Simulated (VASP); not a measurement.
Consider the following.

```yaml
crystal:
  lattice:
    - [0.00000, 2.76759, 2.76759]
    - [2.76759, 0.00000, 2.76759]
    - [2.76759, 2.76759, 0.00000]
  atoms:
    - { symbol: Ag, position: [0.00000, 0.00000, 0.00000] }
    - { symbol: Cl, position: [0.50000, 0.50000, 0.50000] }
```

Method: r2SCAN meta-GGA with spin-orbit coupling, VASP's PBE PAW potentials (set 64) (plane waves; VASP). Run with 400 eV cut-off, 8×8×8 Γ-centred mesh, Gaussian smearing of 0.050 eV, potentials Ag Cl.

Give the energies of bands 7 to 20 at the high-symmetry points, in eV from the valence-band maximum.

| band | Γ | X | U | L | W |
|---|---|---|---|---|---|
| 7 | -2.61 | -3.21 | -3.99 | -4.35 | -4.17 |
| 8 | -2.61 | -3.21 | -3.99 | -4.35 | -4.17 |
| 9 | -2.47 | -2.94 | -2.44 | -2.22 | -2.35 |
| 10 | -2.47 | -2.94 | -2.44 | -2.22 | -2.35 |
| 11 | -2.47 | -2.33 | -2.24 | -2.17 | -2.20 |
| 12 | -2.47 | -2.33 | -2.24 | -2.17 | -2.20 |
| 13 | -2.29 | -2.23 | -1.82 | -1.71 | -1.84 |
| 14 | -2.29 | -2.23 | -1.82 | -1.71 | -1.84 |
| 15 | -2.26 | -1.84 | -1.57 | -0.05 | -1.78 |
| 16 | -2.26 | -1.84 | -1.57 | -0.05 | -1.78 |
| 17 | -2.26 | -1.71 | -1.06 | 0.00 | -1.15 |
| 18 | -2.26 | -1.71 | -1.06 | 0.00 | -1.15 |
| 19 | 1.38 | 2.87 | 4.11 | 4.64 | 4.69 |
| 20 | 1.38 | 2.87 | 4.11 | 4.64 | 4.69 |

The gap is indirect, 1.38 eV, from the valence maximum at L to the conduction minimum at Γ.

The compound is AgCl in the rock salt structure. It was relaxed first.
